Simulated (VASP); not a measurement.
Method: PBE GGA with D4 dispersion, VASP's PBE PAW potentials (set 64) (plane waves; VASP).

The input files of a VASP run:

File POSCAR:
```
Ru
1
    1.3550000000    -2.3469290000     0.0000000000
    1.3550000000     2.3469290000     0.0000000000
    0.0000000000     0.0000000000     4.2800000000
Ru
2
Direct
  0.3333330000   0.6666670000   0.2500000000
  0.6666670000   0.3333330000   0.7500000000
```

KPOINTS:
```
Regular mesh
0
Gamma
 14 14 8
```

INCAR:
```
# general
SYSTEM =Ru
PREC   =Accurate
ENCUT  =520
LREAL  =.FALSE.
LASPH  =.TRUE.

# electronic loop
EDIFF  =1E-6
NELM   =100
ALGO   =Normal
LMAXMIX=4

# smearing
ISMEAR =1
SIGMA  =0.1

# functional
GGA    =PE
IVDW   =13

# ions
IBRION =2
NSW    =60
ISIF   =3
EDIFFG =-0.01

# output
LWAVE  =.FALSE.
LCHARG =.FALSE.
```

POTCAR, in this order: Ru_pv (PBE.64 set). Program: vasp_std.

What VASP printed:

OSZICAR:
```
       N       E                     dE             d eps       ncg     rms          rms(c)
DAV:   1     0.285920596050E+03    0.28592E+03   -0.18129E+04  4328   0.173E+03
DAV:   2    -0.130382848475E+02   -0.29896E+03   -0.29334E+03  4608   0.495E+02
DAV:   3    -0.197387246593E+02   -0.67004E+01   -0.65125E+01  4508   0.790E+01
DAV:   4    -0.198081298690E+02   -0.69405E-01   -0.69143E-01  5274   0.706E+00
DAV:   5    -0.198091092952E+02   -0.97943E-03   -0.97939E-03  4680   0.781E-01    0.176E+01
DAV:   6    -0.185527984226E+02    0.12563E+01   -0.33674E+00  4356   0.193E+01    0.465E+00
DAV:   7    -0.184673762612E+02    0.85422E-01   -0.26787E-01  4424   0.492E+00    0.110E+00
DAV:   8    -0.184590600268E+02    0.83162E-02   -0.70963E-03  4442   0.101E+00    0.193E-01
DAV:   9    -0.184590446123E+02    0.15415E-04   -0.53069E-04  5548   0.245E-01    0.489E-02
DAV:  10    -0.184590514915E+02   -0.68792E-05   -0.18369E-05  4682   0.453E-02    0.197E-02
DAV:  11    -0.184590573399E+02   -0.58484E-05   -0.11283E-06  3076   0.102E-02    0.241E-03
DAV:  12    -0.184590572925E+02    0.47407E-07   -0.66979E-08  2206   0.226E-03
   1 F= -.19507019E+02 E0= -.19506551E+02  d E =-.195070E+02
       N       E                     dE             d eps       ncg     rms          rms(c)
DAV:   1    -0.187583017360E+02   -0.29924E+00   -0.73457E+00  4338   0.333E+01    0.540E+00
DAV:   2    -0.184264264739E+02    0.33188E+00   -0.95696E-01  4338   0.105E+01    0.806E-01
DAV:   3    -0.184173555609E+02    0.90709E-02   -0.56398E-02  4422   0.230E+00    0.579E-01
DAV:   4    -0.184202698135E+02   -0.29143E-02   -0.31003E-03  4418   0.519E-01    0.986E-02
DAV:   5    -0.184204845334E+02   -0.21472E-03   -0.27054E-04  5138   0.129E-01    0.364E-02
DAV:   6    -0.184204713622E+02    0.13171E-04   -0.18584E-05  4688   0.374E-02    0.780E-03
DAV:   7    -0.184204713858E+02   -0.23582E-07   -0.11750E-06  2678   0.108E-02
   2 F= -.19495989E+02 E0= -.19495600E+02  d E =0.110303E-01
       N       E                     dE             d eps       ncg     rms          rms(c)
DAV:   1    -0.186444000524E+02   -0.22393E+00   -0.41944E+00  4342   0.255E+01    0.350E+00
DAV:   2    -0.184561475565E+02    0.18825E+00   -0.55560E-01  4336   0.793E+00    0.661E-01
DAV:   3    -0.184520016496E+02    0.41459E-02   -0.30266E-02  4412   0.167E+00    0.307E-01
DAV:   4    -0.184535193558E+02   -0.15177E-02   -0.18315E-03  4430   0.408E-01    0.550E-02
DAV:   5    -0.184536030458E+02   -0.83690E-04   -0.13335E-04  5284   0.924E-02    0.292E-02
DAV:   6    -0.184536064859E+02   -0.34401E-05   -0.10596E-05  4676   0.279E-02    0.563E-03
DAV:   7    -0.184536059494E+02    0.53653E-06   -0.93036E-07  2298   0.977E-03
   3 F= -.19508386E+02 E0= -.19507935E+02  d E =-.136740E-02
       N       E                     dE             d eps       ncg     rms          rms(c)
DAV:   1    -0.184534779360E+02    0.12855E-03   -0.18555E-04  4342   0.169E-01    0.245E-02
DAV:   2    -0.184534689459E+02    0.89901E-05   -0.24788E-05  4346   0.531E-02    0.406E-03
DAV:   3    -0.184534689697E+02   -0.23742E-07   -0.13138E-06  2172   0.113E-02
   4 F= -.19508386E+02 E0= -.19507935E+02  d E =-.136727E-02
       N       E                     dE             d eps       ncg     rms          rms(c)
DAV:   1    -0.184538587887E+02   -0.38984E-03   -0.87867E-03  4366   0.832E-01    0.938E-02
DAV:   2    -0.184536651894E+02    0.19360E-03   -0.28923E-04  4348   0.167E-01    0.384E-02
DAV:   3    -0.184536256865E+02    0.39503E-04   -0.12431E-04  5042   0.808E-02    0.856E-03
DAV:   4    -0.184536255141E+02    0.17246E-06   -0.47975E-06  4816   0.243E-02
   5 F= -.19508391E+02 E0= -.19507947E+02  d E =-.445546E-05
       N       E                     dE             d eps       ncg     rms          rms(c)
DAV:   1    -0.184536073663E+02    0.18320E-04   -0.10606E-03  4370   0.289E-01    0.334E-02
DAV:   2    -0.184535830870E+02    0.24279E-04   -0.36329E-05  4356   0.592E-02    0.138E-02
DAV:   3    -0.184535782068E+02    0.48802E-05   -0.15155E-05  4928   0.287E-02    0.267E-03
DAV:   4    -0.184535783588E+02   -0.15198E-06   -0.50204E-07  2170   0.846E-03
   6 F= -.19508396E+02 E0= -.19507949E+02  d E =-.936056E-05
```

File OUTCAR:
```
------------------------ aborting loop because EDIFF is reached ----------------------------------------
  Edisp (eV):   -1.05482
  FORCE on cell =-STRESS in cart. coord.  units (eV):
  Direction    XX          YY          ZZ          XY          YZ          ZX
  --------------------------------------------------------------------------------------
  Total      -0.00044    -0.00044     0.01094     0.00000    -0.00000     0.00000
  in kB      -0.02580    -0.02580     0.64825     0.00000    -0.00000     0.00000
  external pressure =        0.20 kB  Pullay stress =        0.00 kB
  volume of cell :       27.03
      direct lattice vectors                 reciprocal lattice vectors
     1.352573450 -2.342726091 -0.000000000     0.369665692 -0.213426573  0.000000000
     1.352573450  2.342726091 -0.000000000     0.369665692  0.213426573  0.000000000
    -0.000000000  0.000000000  4.265850010     0.000000000  0.000000000  0.234419869
 POSITION                                       TOTAL-FORCE (eV/Angst)
 -----------------------------------------------------------------------------------
      1.35257      0.78091      1.06646         0.000000     -0.000000      0.000000
      1.35257     -0.78091      3.19939        -0.000000      0.000000      0.000000
 -----------------------------------------------------------------------------------
    total drift:                               -0.000000      0.000506     -0.000045
  FREE ENERGIE OF THE ION-ELECTRON SYSTEM (eV)
  ---------------------------------------------------
  free  energy   TOTEN  =       -19.5083956462 eV

  energy  without entropy=      -19.5070560161  energy(sigma->0) =      -19.50794910

 reached required accuracy - stopping structural energy minimisation
```
(Selected blocks of OUTCAR.)

CONTCAR:
```
Ru
   1.00000000000000
     1.3525734496915160   -2.3427260907412997   -0.0000000000000000
     1.3525734496915160    2.3427260907412997   -0.0000000000000000
    -0.0000000000000000    0.0000000000000000    4.2658500103031161
  Ru
     2
Direct
     0.3333330000000032    0.6666669999999968    0.2500000000000000
     0.6666669999999968    0.3333330000000032    0.7500000000000000
```

The compound is Ru in the hcp structure. This run relaxes it. Symmetry was kept, so distortions that lower it aren't found.
